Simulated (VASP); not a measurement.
Computed with PBEsol GGA, VASP's PBE PAW potentials (set 64) (plane waves; VASP 6.6.1).

VASP input:

KPOINTS:
```
Automatic mesh
0
G
 8 8 8
```

**POSCAR**
```
Ge
1.0
  0.0000000000   2.8201170000   2.8201170000
  2.8201170000   0.0000000000   2.8201170000
  2.8201170000   2.8201170000   0.0000000000
Ge
2
Cart
  2.8201170000   2.8201170000   2.8201170000
  4.2301755000   4.2301755000   4.2301755000
```

INCAR:
```
SYSTEM  =  Ge
PREC  =  Accurate; ENCUT  =  300; LREAL  =  F
LASPH  =  T
EDIFF  =  1E-6; NELM  =  100; ALGO  =  Normal
LMAXMIX  =  4
ISMEAR  =  -1; SIGMA  =  0.1
GGA  =  PS
ISIF  =  2
LWAVE  =  F; LCHARG  =  F
```

POTCAR, in this order: Ge_d (PBE.64 set). Program: vasp_std.

The resulting files:

### OUTCAR
```
 ion  position               nearest neighbor table
   1  0.500  0.500  0.500-   2 2.44   2 2.44   2 2.44   2 2.44
   2  0.750  0.750  0.750-   1 2.44   1 2.44   1 2.44   1 2.44
  LATTYP: Found a face centered cubic cell.
 ALAT       =     5.6402340000
 Subroutine PRICEL returns:
 Original cell was already a primitive cell.
 Subroutine GETGRP returns: Found 48 space group operations
The static configuration has the point symmetry T_d .
 The point group associated with its full space group is O_h .
The dynamic configuration has the point symmetry T_d .
 Subroutine INISYM returns: Found 48 space group operations
 Subroutine IBZKPT returns following result:
 Found     29 irreducible k-points:

 Following reciprocal coordinates:
            Coordinates               Weight
  0.000000  0.000000  0.000000      1.000000
  0.125000  0.000000  0.000000      8.000000
  0.250000  0.000000  0.000000      8.000000
  0.375000  0.000000  0.000000      8.000000
  0.500000  0.000000  0.000000      4.000000
  0.125000  0.125000  0.000000      6.000000
  0.250000  0.125000  0.000000     24.000000
  0.375000  0.125000  0.000000     24.000000
...
```

### OSZICAR
```
       N       E                     dE             d eps       ncg     rms          rms(c)
DAV:   1     0.138588755590E+03    0.13859E+03   -0.11961E+04  1092   0.310E+03
DAV:   2     0.616013420637E+01   -0.13243E+03   -0.13007E+03  1054   0.416E+02
DAV:   3    -0.961711228927E+01   -0.15777E+02   -0.15679E+02  1184   0.124E+02
DAV:   4    -0.100081722633E+02   -0.39106E+00   -0.38980E+00  1164   0.225E+01
DAV:   5    -0.100137672357E+02   -0.55950E-02   -0.55932E-02  1154   0.262E+00    0.331E+00
DAV:   6    -0.990996118124E+01    0.10381E+00   -0.38828E-02  1250   0.256E+00    0.190E+00
DAV:   7    -0.985703254607E+01    0.52929E-01   -0.76201E-02  1070   0.273E+00    0.159E-01
DAV:   8    -0.985809658223E+01   -0.10640E-02   -0.79643E-03  1170   0.134E+00    0.525E-02
DAV:   9    -0.985822382363E+01   -0.12724E-03   -0.27003E-04  1164   0.240E-01    0.119E-02
DAV:  10    -0.985823289266E+01   -0.90690E-05   -0.16342E-05  1174   0.394E-02    0.541E-03
DAV:  11    -0.985823464504E+01   -0.17524E-05   -0.19351E-06   886   0.100E-02    0.874E-04
DAV:  12    -0.985823452254E+01    0.12250E-06   -0.23987E-07   568   0.990E-03
   1 F= -.98582345E+01 E0= -.98561990E+01  d E =-.407112E-02
```

OUTCAR:
```
------------------------ aborting loop because EDIFF is reached ----------------------------------------
  FORCE on cell =-STRESS in cart. coord.  units (eV):
  Direction    XX          YY          ZZ          XY          YZ          ZX
  --------------------------------------------------------------------------------------
  Total       -0.0508007     -0.0508007     -0.0508007      0.0000000     -0.0000000     -0.0000000
  in kB       -1.8144655     -1.8144655     -1.8144655      0.0000000     -0.0000000     -0.0000000
  external PRESSURE =      -1.8144655 kB  Pullay stress =       0.0000000 kB
  volume of cell :       44.86
      direct lattice vectors                 reciprocal lattice vectors
     0.000000000  2.820117000  2.820117000    -0.177297609  0.177297609  0.177297609
     2.820117000  0.000000000  2.820117000     0.177297609 -0.177297609  0.177297609
     2.820117000  2.820117000  0.000000000     0.177297609  0.177297609 -0.177297609
 POSITION                                       TOTAL-FORCE (eV/Angst)
 -----------------------------------------------------------------------------------
      2.82012      2.82012      2.82012         0.000000      0.000000      0.000000
      4.23018      4.23018      4.23018        -0.000000     -0.000000     -0.000000
 -----------------------------------------------------------------------------------
    total drift:                               -0.000000      0.000000      0.000000
  FREE ENERGIE OF THE ION-ELECTRON SYSTEM (eV)
  ---------------------------------------------------
  free  energy   TOTEN  =        -9.8582345225 eV

  energy  without entropy=       -9.8541634026  energy(sigma->0) =       -9.85619896
```
(Selected blocks of OUTCAR.)

At this cut-off the stress carries a Pulay error, which pulls relaxed volumes low.

The structure comes from a computed database's Ge entry; how it stands against other phases isn't given here. The cell was not relaxed at this level. The run is one of a series of settings (GGA = PS against the base run), some of them coarse on purpose.
